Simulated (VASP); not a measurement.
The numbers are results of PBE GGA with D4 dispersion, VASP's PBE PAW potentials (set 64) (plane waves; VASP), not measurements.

The input files of a VASP run:

**INCAR**
```
# general
SYSTEM  = CoGa
PREC    = Accurate
ENCUT   = 520   # plane-wave cut-off (eV)
LREAL   = .False.
LASPH   = .True.

# electronic loop
EDIFF   = 1E-7
NELM    = 100   # most electronic steps
ALGO    = Normal   # blocked Davidson
LMAXMIX = 4

# smearing
ISMEAR  = -5   # tetrahedra, Bloechl

# functional
GGA     = PE
IVDW    = 13   # D4

# ions
ISIF    = 2   # forces and stress, cell fixed

# output
LWAVE   = .False.
LCHARG  = .True.
LORBIT  = 11   # lm-projected
NEDOS   = 601   # DOS grid
```

KPOINTS:
```
Automatic
0
gamma
14 14 14
```

POSCAR:
```
CoGa
2.8470350
  0.9999998647   0.0000000000   0.0000000000
  0.0000000000   0.9999998647   0.0000000000
  0.0000000000   0.0000000000   0.9999998647
Ga Co
1 1
Cartesian
  0.4999999324   0.4999999324   0.4999999324
  0.0000000000   0.0000000000   0.0000000000
```

POTCAR, in this order: Ga_d Co (PBE.64 set). Program: vasp_std.

The run wrote:

OUTCAR:
```
 ion  position               nearest neighbor table
   1  0.500  0.500  0.500-   2 2.47   2 2.47   2 2.47   2 2.47   2 2.47   2 2.47   2 2.47   2 2.47
  LATTYP: Found a simple cubic cell.
 ALAT       =     2.8470346148
 Subroutine PRICEL returns:
 Original cell was already a primitive cell.
 Subroutine GETGRP returns: Found 48 space group operations
The static configuration has the point symmetry O_h .
The dynamic configuration has the point symmetry O_h .
 Subroutine INISYM returns: Found 48 space group operations
 Subroutine IBZKPT returns following result:
 Found    120 irreducible k-points:

 Following reciprocal coordinates:
            Coordinates               Weight
  0.000000  0.000000  0.000000      1.000000
  0.071429  0.000000  0.000000      6.000000
  0.142857  0.000000  0.000000      6.000000
  0.214286  0.000000  0.000000      6.000000
  0.285714  0.000000  0.000000      6.000000
  0.357143  0.000000  0.000000      6.000000
  0.428571  0.000000  0.000000      6.000000
  0.500000  0.000000  0.000000      3.000000
  0.071429  0.071429  0.000000     12.000000
  0.142857  0.071429  0.000000     24.000000
  0.214286  0.071429  0.000000     24.000000
  0.285714  0.071429  0.000000     24.000000
  0.357143  0.071429  0.000000     24.000000
  0.428571  0.071429  0.000000     24.000000
  0.500000  0.071429  0.000000     12.000000
  0.142857  0.142857  0.000000     12.000000
  0.214286  0.142857  0.000000     24.000000
  0.285714  0.142857  0.000000     24.000000
  0.357143  0.142857  0.000000     24.000000
  0.428571  0.142857  0.000000     24.000000
  0.500000  0.142857  0.000000     12.000000
  0.214286  0.214286  0.000000     12.000000
  0.285714  0.214286  0.000000     24.000000
  0.357143  0.214286  0.000000     24.000000
  0.428571  0.214286  0.000000     24.000000
...
```

File OSZICAR:
```
       N       E                     dE             d eps       ncg     rms          rms(c)
DAV:   1     0.982005687342E+02    0.98201E+02   -0.10932E+04  3824   0.266E+03
DAV:   2    -0.664920548022E+01   -0.10485E+03   -0.10261E+03  3670   0.353E+02
DAV:   3    -0.113529544361E+02   -0.47037E+01   -0.46874E+01  4230   0.807E+01
DAV:   4    -0.114241305367E+02   -0.71176E-01   -0.71115E-01  4832   0.933E+00
DAV:   5    -0.114258380443E+02   -0.17075E-02   -0.17075E-02  4538   0.124E+00    0.975E+00
DAV:   6    -0.122864676470E+02   -0.86063E+00   -0.21071E+01  4101   0.622E+01    0.106E+01
DAV:   7    -0.104861752186E+02    0.18003E+01   -0.84997E+00  3741   0.461E+01    0.193E+00
DAV:   8    -0.104656430609E+02    0.20532E-01   -0.23498E-01  4308   0.559E+00    0.626E-01
DAV:   9    -0.104599828787E+02    0.56602E-02   -0.18350E-02  4937   0.222E+00    0.127E-01
DAV:  10    -0.104597296923E+02    0.25319E-03   -0.62398E-04  4844   0.364E-01    0.662E-02
DAV:  11    -0.104597122819E+02    0.17410E-04   -0.76897E-05  5070   0.158E-01    0.122E-02
DAV:  12    -0.104597129475E+02   -0.66569E-06   -0.40868E-06  5298   0.357E-02    0.235E-03
DAV:  13    -0.104597133209E+02   -0.37332E-06   -0.32431E-07  3567   0.933E-03    0.120E-03
DAV:  14    -0.104597129475E+02    0.37340E-06   -0.97617E-08  2185   0.585E-03    0.340E-04
DAV:  15    -0.104597129503E+02   -0.28153E-08   -0.11366E-08  2052   0.118E-03
   1 F= -.11586372E+02 E0= -.11586372E+02  d E =0.000000E+00
```

File OUTCAR:
```
------------------------ aborting loop because EDIFF is reached ----------------------------------------
  Edisp (eV):   -1.12666
  FORCE on cell =-STRESS in cart. coord.  units (eV):
  Direction    XX          YY          ZZ          XY          YZ          ZX
  --------------------------------------------------------------------------------------
  Total      -0.00928    -0.00928    -0.00928     0.00000    -0.00000    -0.00000
  in kB      -0.64404    -0.64404    -0.64404     0.00000    -0.00000    -0.00000
  external pressure =       -0.64 kB  Pullay stress =        0.00 kB
  volume of cell :       23.08
      direct lattice vectors                 reciprocal lattice vectors
     2.847034615  0.000000000  0.000000000     0.351242656  0.000000000  0.000000000
     0.000000000  2.847034615  0.000000000     0.000000000  0.351242656  0.000000000
     0.000000000  0.000000000  2.847034615     0.000000000  0.000000000  0.351242656
 POSITION                                       TOTAL-FORCE (eV/Angst)
 -----------------------------------------------------------------------------------
      1.42352      1.42352      1.42352         0.000000      0.000000      0.000000
      0.00000      0.00000      0.00000         0.000000      0.000000      0.000000
 -----------------------------------------------------------------------------------
    total drift:                                0.000000      0.000000     -0.000000
  FREE ENERGIE OF THE ION-ELECTRON SYSTEM (eV)
  ---------------------------------------------------
  free  energy   TOTEN  =       -11.5863722170 eV

  energy  without entropy=      -11.5863722170  energy(sigma->0) =      -11.58637222

 total charge

# of ion       s       p       d       tot
------------------------------------------
    1        0.851   0.920  10.065  11.837
    2        0.398   0.481   7.538   8.416
--------------------------------------------------
tot          1.249   1.401  17.603  20.253
```
(Selected blocks of OUTCAR.)

**OUTCAR**
```
 val. band max:       10.3407797571   @ k =   0.5000   0.5000   0.2143

 cond. band min:      10.2911988560   @ k =   0.5000   0.2857   0.0714


 Fermi energy:        10.2955026697

 k-point     1 :       0.0000    0.0000    0.0000
  band No.  band energies     occupation
      1      -5.0060      2.00000
      2      -5.0060      2.00000
      3      -4.6266      2.00000
      4      -4.6266      2.00000
      5      -4.6266      2.00000
      6      -2.1164      2.00000
      7       7.5686      2.00000
      8       7.5686      2.00000
      9       9.4682      2.00000
     10       9.4682      2.00000
     11       9.4682      2.00000
     12      15.5603      0.00000
     13      15.5603      0.00000
     14      15.5603      0.00000
     15      21.5009      0.00000

 k-point     2 :       0.0714    0.0000    0.0000
  band No.  band energies     occupation
      1      -5.0029      2.00000
      2      -4.9913      2.00000
      3      -4.6319      2.00000
      4      -4.6319      2.00000
      5      -4.6253      2.00000
      6      -2.0175      2.00000
      7       7.5517      2.00000
      8       7.5794      2.00000
      9       9.3995      2.00000
     10       9.3995      2.00000
     11       9.4684      2.00000
     12      14.8051      0.00000
     13      15.7377      0.00000
     14      15.7377      0.00000
     15      21.5169      0.00000

 k-point     3 :       0.1429    0.0000    0.0000
  band No.  band energies     occupation
      1      -4.9943      2.00000
      2      -4.9510      2.00000
      3      -4.6468      2.00000
      4      -4.6468      2.00000
      5      -4.6218      2.00000
      6      -1.7204      2.00000
      7       7.4610      2.00000
      8       7.6100      2.00000
      9       9.2200      2.00000
     10       9.2200      2.00000
     11       9.4689      2.00000
     12      13.3068      0.00000
     13      16.2438      0.00000
     14      16.2438      0.00000
     15      21.5649      0.00000
...
```

For a metal the tetrahedron method with Blöchl corrections gives inexact stress and forces.

The compound is CoGa in the CsCl type structure. It was relaxed first. The run is not spin-polarised, so no magnetic state was tried.
